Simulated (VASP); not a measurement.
Computed with PBEsol GGA, VASP's PBE PAW potentials (set 64) (plane waves; VASP).

VASP ran on this input.

INCAR:
```
SYSTEM = HgTe
PREC = Accurate; ENCUT = 400; LREAL = .FALSE.
LASPH = .TRUE.
EDIFF = 1E-6; NELM = 100; ALGO = Normal
LMAXMIX = 6
ISMEAR = 1; SIGMA = 0.1
GGA = PS
IBRION = 2; NSW = 60; ISIF = 3
EDIFFG = -0.01
LWAVE = .FALSE.; LCHARG = .FALSE.
```

File KPOINTS:
```
Automatic
0
gamma
  9 9 5
0 0 0
```

File POSCAR:
```
HgTe
1
    4.1578063759    -0.0000000000    -0.0000000000
   -2.0789031879     3.6007660689    -0.0000000000
   -0.0000000000     0.0000000000     7.3429300497
Hg Te
2 2
Direct
  1.0000000000   0.0000000000   0.0000000000
  1.0000000000   0.0000000000   0.5000000000
  0.3333330000   0.6666670000   0.2500000000
  0.6666670000   0.3333330000   0.7500000000
```

POTCAR, in this order: Hg Te (PBE.64 set). Program: vasp_std.

Unless said otherwise, spin-orbit coupling is left out, though it shifts the bands of the heavy elements here.

### Question
Predict the energy per atom (σ→0), volume per atom, band gap (on the k-mesh).

### Answer

```json
{
  "energy per atom (σ→0)": "-197.5 kJ/mol of atoms",
  "band gap (on the k-mesh)": "none (metal, semimetal or under 0.01 eV)",
  "volume_per_atom": "27.58 Å^3/atom"
}
```

### OSZICAR
```
...
   6 F= -.81856783E+01 E0= -.81859139E+01  d E =-.210236E-03
       N       E                     dE             d eps       ncg     rms          rms(c)
DAV:   1    -0.818593979836E+01   -0.26149E-03   -0.14709E-02  1722   0.862E-01    0.794E-02
DAV:   2    -0.818578848993E+01    0.15131E-03   -0.16079E-04  1692   0.138E-01    0.444E-02
DAV:   3    -0.818572739592E+01    0.61094E-04   -0.76094E-05  1788   0.730E-02    0.193E-02
DAV:   4    -0.818572437148E+01    0.30244E-05   -0.12904E-05  1830   0.303E-02    0.694E-03
DAV:   5    -0.818572442464E+01   -0.53160E-07   -0.93110E-07   828   0.997E-03
   7 F= -.81857244E+01 E0= -.81859665E+01  d E =-.256368E-03
```

The structure was generated: HgTe was put into the NiAs type type (P6_3/mmc), which need not be its known phase. This run relaxes it. Symmetry was kept, so distortions that lower it aren't found. The start is the result of an earlier pass.
